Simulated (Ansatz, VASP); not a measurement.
# Sc3TlB in two plane-wave programs, part 2 of 2

Aim: how closely do two programs agree when they are given the same cell, functional and k mesh? The cell is taken from a series of runs on this material, whose earlier steps may have relaxed, scaled, displaced or heated it; both programs get it as it stands.

VASP 6.6.1 and Ansatz 0.2.0.

So far: The starting structure; VASP: relaxation of cell and atoms, PBEsol.

### Step 3. Ansatz: relaxation of cell and atoms, PBEsol

Level of this step: Ansatz beside VASP: Kohn-Sham DFT, plane waves, PBEsol (Ansatz).

Ansatz runs on its PAW soft_1 files.

The same cell, functional, mesh and smearing now go to Ansatz, which takes its cutoff from its data sets.

Input file input.yaml:

```yaml
crystal:
  lattice:
    - [4.6322525478, 0.0, 0.0]
    - [0.0, 4.6322525478, 0.0]
    - [0.0, 0.0, 4.6322525478]
  atoms:
    - { symbol: Sc, position: [0.0, 0.5, 0.5] }
    - { symbol: Sc, position: [0.5, 0.0, 0.5] }
    - { symbol: Sc, position: [0.5, 0.5, 0.0] }
    - { symbol: Tl, position: [0.0, 0.0, 0.0] }
    - { symbol: B, position: [0.5, 0.5, 0.5] }
kpoints:
  mp_grid: { grid: [8, 8, 8] }
hamiltonian:
  xc: pbesol
  pseudopotentials: { kind: paw, azcp: { folder: soft_1 }, xc_functional: pbe }
scf:
  occupations: { method: methfessel_paxton, width: 0.2 }
output:
  forces: true
  stress: true
  eigenvalues: true
  write_density: true
  write_potential: true
  elf: true
  volumetric_format: npy
relax:
  adjacent_minimum: "off"
  f_tol: 0.001
  max_steps: 60
  cell: { stress_tol: 0.01 }
```

The run is started by

```bash
ansatz run input.yaml --threads 4 --pin off --max-ram 10240MiB --backend cpu --events-out ev --progress --plain --runs-dir out
```

Numbers of over 12 decimals in the logs are rounded to 6 here.

The program printed:

```text
Engine: ansatz 0.2.0, aarch64-unknown-linux-gnu
Pseudopotentials: kind: paw
Pseudopotential: Sc, paw, valence charge 11, recommended cutoff 420 eV (normal), soft_1/Sc.paw.azcp
Pseudopotential: Tl, paw, valence charge 13, recommended cutoff 420 eV (normal), soft_1/Tl.paw.azcp
Pseudopotential: B, paw, valence charge 3, recommended cutoff 420 eV (normal), soft_1/B.paw.azcp
Functional definition: PBEsol
  exchange = pbesol_x
  correlation = pbesol_c
Crystal: 5 atoms, lattice volume = 99.398 Å³
Basis set: ecut = 420 eV, 1935 PW (Γ), exchange–correlation on 64×64×64 points (8 copies of the dense FFT grid, shifted against one another)
Bands: 30, of which v1, the nominal top of the filled ones, is band 25 counted from 1 (24 counted from 0)
Symmetry: 48 space group operations
Space group: Pm-3m (ITA 221), of the structure as read, at distance tolerance 4.6e-5 Å
k-points: 35 of 512
Non-local potential: Sc, projectors of the file, l = 0: 3, l = 1: 2, l = 2: 3, l = 3: 1
Non-local potential: Tl, projectors of the file, l = 0: 2, l = 1: 2, l = 2: 2, l = 3: 1
Non-local potential: B, projectors of the file, l = 0: 2, l = 1: 2, l = 2: 1
PAW form: soft (Blöchl's): semilocal exchange-correlation on the pseudo side does not see the compensation charge
PAW frozen core: Sc, regenerated for the run's functional, and the local potential with it (the file was generated under x = pbe(κ = 0.804, μ = 0.219515), c = pbe(β = 0.066725))
PAW frozen core: Tl, regenerated for the run's functional, and the local potential with it (the file was generated under x = pbe(κ = 0.804, μ = 0.219515), c = pbe(β = 0.066725))
PAW frozen core: B, regenerated for the run's functional, and the local potential with it (the file was generated under x = pbe(κ = 0.804, μ = 0.219515), c = pbe(β = 0.066725))
PAW one-centre angular grid: Sc, 590 points (default); XC on 64 Gauss nodes
PAW one-centre angular grid: Tl, 590 points (default); XC on 64 Gauss nodes
PAW one-centre angular grid: B, 110 points (default); XC on 64 Gauss nodes
Initial density: superposition of atomic densities (chi_scale 0.1, normalization cell, long waves kept (reshape's long-wave potential 0.00 eV rms))
Initial wavefunctions: pseudopotential atomic-orbital guess
Functional: x = pbesol(κ = 0.804, μ = 0.123457), c = pbesol(β = 0.046)
SCF iter   1: F=—  HF=-17790.442409 eV  |F-HF|=—  |Δ(HF+E_count)|=         —  Δρ=7.84e-2  dr2=1.63e1  ethr=3.10e-3  ⟨swp⟩=4.5  Hψ=4094  notcnv=0
preconditioner: auto → Kerker (q_TF=auto, 2.425 Å⁻¹)  [metal: Δε(μ)=0.021 eV  Ē_g=6.894 eV  σ=0.200 eV  W_gap=0.09  n_scr=26 (ndim 8)  ℏωp=18.6 eV  f_vac=0.000  D(μ)=8.14/eV (n_scr^D=92)]
SCF iter   2: F=—  HF=-17787.174972 eV  |F-HF|=—  |Δ(HF+E_count)|=    3.27e0  S|Δr|=    0.00e0  Δρ=3.13e-2  dr2=3.19e0  ethr=3.10e-3  ⟨swp⟩=2.5  Hψ=1976  notcnv=0  defer=12
SCF iter   3: F=—  HF=-17786.455483 eV  |F-HF|=—  |Δ(HF+E_count)|=   7.19e-1  S|Δr|=    0.00e0  Δρ=1.07e-2  dr2=1.90e-1  ethr=3.10e-3  ⟨swp⟩=2.0  Hψ=1755  notcnv=0  defer=14
SCF iter   4: F=—  HF=-17786.406150 eV  |F-HF|=—  |Δ(HF+E_count)|=   4.93e-2  S|Δr|=    0.00e0  Δρ=2.44e-3  dr2=1.38e-2  ethr=3.87e-4  ⟨swp⟩=2.0  Hψ=1254  notcnv=0  defer=14
SCF iter   5: F=—  HF=-17786.402880 eV  |F-HF|=—  |Δ(HF+E_count)|=   3.27e-3  S|Δr|=    0.00e0  Δρ=5.66e-4  dr2=3.82e-4  ethr=2.82e-5  ⟨swp⟩=2.0  Hψ=1324  notcnv=0  defer=14
SCF iter   6: F=—  HF=-17786.402871 eV  |F-HF|=—  |Δ(HF+E_count)|=   9.38e-6  S|Δr|=    0.00e0  Δρ=1.33e-4  dr2=3.11e-5  ethr=7.81e-7  ⟨swp⟩=2.0  Hψ=1294  notcnv=0  defer=14
SCF iter   7: F=—  HF=-17786.402757 eV  |F-HF|=—  |Δ(HF+E_count)|=   1.14e-4  S|Δr|=    0.00e0  Δρ=3.35e-5  dr2=1.34e-6  ethr=6.35e-8  ⟨swp⟩=2.0  Hψ=1407  notcnv=0  defer=14
SCF iter   8: F=-17786.402756 eV  HF=-17786.402756 eV  |F-HF|=3.53e-8  |Δ(HF+E_count)|=   3.25e-7  S|Δr|=    0.00e0  Δρ=9.15e-6  dr2=9.40e-8  ethr=2.04e-10  ⟨swp⟩=12.5  Hψ=7517  notcnv=0
SCF 1 converged in 8 iterations: F = -17786.402756 eV  dr2 = 9.40e-8
  Residual-converged pass: ⟨swp⟩=1.1  Hψ=1192  notcnv=0  max |occ|·‖R‖ = 7.0e-9 eV (tolerance 1.0e-8 eV)  dr2=9.40e-8  dr2_onsite=7.34e-9  max |Δocc| = 1.4e-10
  greatest PAW one-centre occupation: 0.998 electrons in one spin orbital (limit 2), on the Sc atom at site 2 (counted from 0), in its partial waves of l = 0
relax step   1: F+E_penalty+E_count = -17786.40275646 eV  Δ(F+E_penalty+E_count) = +0.000e0 eV  max|allowed force component| = 1.060e-28 eV/Å  Δτ_max = 0.0000 Å  P = +0.038 GPa  Ω = 99.398 Å³  (8 SCF iters, dr2 threshold 1.00e-7 eV, accepted)
[...]
relax step   2: F+E_penalty+E_count = -17786.40275294 eV  Δ(F+E_penalty+E_count) = +3.519e-6 eV  max|allowed force component| = 3.576e-30 eV/Å  Δτ_max = 0.0000 Å  P = -0.019 GPa  Ω = 99.465 Å³  energy of the carried Pulay correction = -7.559e-6 eV  (5 SCF iters, dr2 threshold 3.62e-9 eV, accepted)
[...]
relax step   3: F+E_penalty+E_count = -17786.40275671 eV  Δ(F+E_penalty+E_count) = -3.769e-6 eV  max|allowed force component| = 9.387e-30 eV/Å  Δτ_max = 0.0000 Å  P = -0.000 GPa  Ω = 99.443 Å³  energy of the carried Pulay correction = -5.081e-6 eV  (5 SCF iters, dr2 threshold 8.59e-10 eV, accepted)
[...]
relax step   4: F+E_penalty+E_count = -17786.40275971 eV  Δ(F+E_penalty+E_count) = -2.996e-6 eV  max|allowed force component| = 6.587e-30 eV/Å  Δτ_max = 0.0000 Å  P = -0.000 GPa  Ω = 99.443 Å³  stress off target by 1.08e-4 GPa  SCF on the basis re-selected at this cell (its energy is not comparable with the rows above)  (7 SCF iters)
basis re-selected at this cell: Δ(F+E_penalty+E_count) = -2.996e-6 eV, ΔP = +0.000 GPa vs the last step (what re-selecting the basis moved, of the pressure what is left beyond the Pulay correction that the steps carried, after the strain that the cell walked since its last selection, with what the two solves' SCF thresholds leave and, on support functions, any second-order correction that the steps lacked; it is no m [...]
SCF converged after 7 iterations
Stability not checked: this state was not tested for a lower state beside it, because cold or Methfessel-Paxton smearing, or corrected tetrahedra, fill the levels in a way that the test cannot read (fill_not_monotonic; see scf.lower_state_search)
Free energy (F): -17786.402760 eV
Harris-Foulkes:  -17786.402760 eV  (|F-HF|=3.64e-12)
Internal energy: -17786.405062 eV  (E = F + TS)
E sigma→0 (E₀):  -17786.403335 eV
Entropy (-TS):   0.002303 eV (0.461 meV/atom)
Fermi energy:    10.026104 eV
--- Per-component energies (eV) ---
  E_band       = -435.070948
  E_kinetic    = 937.042188
  E_local      = -3202.993148  (includes V_loc(G=0)·N_el)
  E_nonlocal   = 754.076216
  E_hartree    = 1157.773540
  E_xc         = -471.629237
  E_vxc        = -476.853861  (∫ρ·V_xc dr)
  E_paw        = -13015.026366  (= ΣΔE_a)
  E_vpaw       = -761.889491  (= ΣTr[D̂ρ^β])
  E_aug_tail   = 0.000081  (compensation charges beyond the density's cutoff)
  E_ewald      = -3946.088456
  E_core_change = 0.440119  (= ΣΔE_core)
  E_smearing   = 0.002303  (= −TS)
  E_closure    = 0.000000  (closes the sum)
  Σ components = -17786.402760   (vs F -17786.402760, Δ=0.00e0)
--- Forces (eV/Å), atoms counted from 1 ---
  atom   1  Sc     0.00000000     0.00000000    -0.00000000
  atom   2  Sc     0.00000000     0.00000000     0.00000000
  atom   3  Sc    -0.00000000    -0.00000000     0.00000000
  atom   4  Tl     0.00000000     0.00000000    -0.00000000
  atom   5  B      0.00000000    -0.00000000     0.00000000
  max |Σ_I F_I| component: 2.10e-30 eV/Å
--- Stress (GPa, compression-positive) ---
       -0.000108       0.000000       0.000000
        0.000000      -0.000108       0.000000
        0.000000       0.000000      -0.000108
  P = ⅓ Tr σ = -0.0001 GPa (-0.001 kbar)
--- Band table (eV; the first three rows and the last of 35) ---
  k-point 0: bands = [... 21 lower, 9.9116, 10.2162, 10.2162, 10.4368, 10.4368, 10.4368, 12.9447, 12.9447, ... 1 higher]
  k-point 1: bands = [... 21 lower, 9.8739, 10.3189, 10.3558, 10.3558, 10.4647, 10.5278, 12.3199, 12.8273, ... 1 higher]
  k-point 2: bands = [... 21 lower, 9.7990, 10.1609, 10.1609, 10.2145, 10.5375, 10.6080, 11.7362, 12.7236, ... 1 higher]
  k-point 34: bands = [... 21 lower, 7.5226, 9.3355, 9.3355, 9.3355, 11.9390, 11.9390, 11.9390, 12.0398, ... 1 higher]
--- Relaxed structure (3 steps of the walk, 3 accepted, 1 SCFs on fresh bases) ---
  F+E_penalty+E_count = -17786.40275971 eV   max|allowed force component| = 6.587e-30 eV/Å   (the final SCF, on the basis selected at the relaxed cell)
  cell:  # Å, volume = 99.4432 Å³
    - [4.632958, 0, 0]
    - [0, 4.632958, 0.0]
    - [0, 0.0, 4.632958]
  atoms:
    - { symbol: Sc, position: [0, 0.5, 0.5] }
    - { symbol: Sc, position: [0.5, 0, 0.5] }
    - { symbol: Sc, position: [0.5, 0.5, 0] }
    - { symbol: Tl, position: [0, 0, 0] }
    - { symbol: B, position: [0.5, 0.5, 0.5] }
```

### Step 4. Differences

Known differences besides the potentials themselves: the cutoff is 420 eV in Ansatz and 500 eV in VASP; Ansatz makes its cores anew for this functional, VASP keeps those of its PBE data sets; Ansatz adds a Pulay correction to the stress that steers its cell, VASP none. Total energies have different zeros and are not compared.

Both answers:

```csv
quantity,Ansatz,VASP,difference
volume (Å³),99.44,99.56,-0.12 %
"edge a after relaxation, in the typed setting (Å)",4.633,4.635,-0.04 %
```

### Step 5. What came out

| Property | Result |
| --- | --- |
| difference in volume (relaxation of cell and atoms, PBEsol) | -0.12 % |

What this shows: The difference in volume is -0.12 % (relaxation of cell and atoms, PBEsol), within the 1.2 % picked in this series as the mark of a large difference, as far as the stopping tolerances let one tell. 1 further run of this series is not shown here. Such differences can come from data sets, numerical settings and the points named under the comparisons, not from the functional's error against experiment.

[Lines on the potential files, build, host, timing and source positions are cut from VASP's logs without a mark.]

[Logs are printed without paths, hosts, clocks, repeated set-up lines and the standing remarks that a program may print on its own settings, such as how far it seeks lower states.]

[Hosts, paths, dates, database ids (printed as entryN), source tags and the programs' standing remarks are cut or masked in the printed files.]
